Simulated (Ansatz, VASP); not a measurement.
# BaScO2F in VASP and in Ansatz

INCAR

```
SYSTEM = BaScO2F
PREC = Accurate
ENCUT = 520
EDIFF = 1E-6
ISMEAR = 0
SIGMA = 0.05
LREAL = .FALSE.
LASPH = .TRUE.
NELM = 80
ALGO = Normal
ISIF = 2
LWAVE = .FALSE.
LCHARG = .FALSE.
NBANDS = 28
```

KPOINTS

```
regular mesh
0
G
  6 6 6
  0 0 0
```

File POSCAR:

```
BaScO2F
1.0
    4.2069470000      0.0000000000      0.0000000000
    0.0000000000      4.2069470000      0.0000000000
    0.0000000000      0.0000000000      4.3377553900
Ba Sc O F
1 1 2 1
Direct
    0.5000000000      0.5000000000      0.5000000000
    0.0000000000      0.0000000000      0.0000000000
    0.5000000000      0.0000000000      0.0000000000
    0.0000000000      0.5000000000      0.0000000000
    0.0000000000      0.0000000000      0.5000000000
```

Input for Ansatz:

```yaml
crystal:
  lattice:
    - [4.206947, 0.0, 0.0]
    - [0.0, 4.206947, 0.0]
    - [0.0, 0.0, 4.33775539]
  atoms:
    - { symbol: Ba, position: [0.5, 0.5, 0.5] }
    - { symbol: Sc, position: [0.0, 0.0, 0.0] }
    - { symbol: O, position: [0.5, 0.0, 0.0] }
    - { symbol: O, position: [0.0, 0.5, 0.0] }
    - { symbol: F, position: [0.0, 0.0, 0.5] }
basis:
  ecutwfc: 420
kpoints:
  mp_grid: { grid: [6, 6, 6] }
hamiltonian:
  xc: lda
scf:
  occupations: { method: gaussian, width: 0.05 }
output:
  forces: true
  stress: true
  eigenvalues: true
```

Change from the starting cell: strain +0.0300 x Voigt [0, 0, 1, 0, 0, 0], atoms carried along.

Alike in both runs: task single point; functional LDA; k mesh 6 × 6 × 6; occupations gaussian, width 0.05 eV; no spin polarisation.

|  | VASP | Ansatz |
| --- | --- | --- |
| version | VASP 6.6.1 | Ansatz 0.2.0 |
| potentials or method | VASP PAW LDA potentials, release 64 (Ba_sv, Sc_sv, O, F) | scalar-relativistic, plane waves, PAW |
| plane-wave cutoff (eV) | 520 | 420 |
| valence electrons in the cell | 40 | 40 |

```csv
,VASP,Ansatz,Ansatz less VASP
gap on the k mesh at the Fermi level (eV),2.75,2.81,+0.064
least direct gap on the mesh (eV),3.17,3.22,+0.058
pressure (GPa),-10.9,-12.1,-1.18
largest component of the traceless stress (GPa),2.61,2.54,-0.068
```

Caveats: spin-orbit coupling is left out, which moves the levels of the heavy elements. A k mesh can miss the band edges.
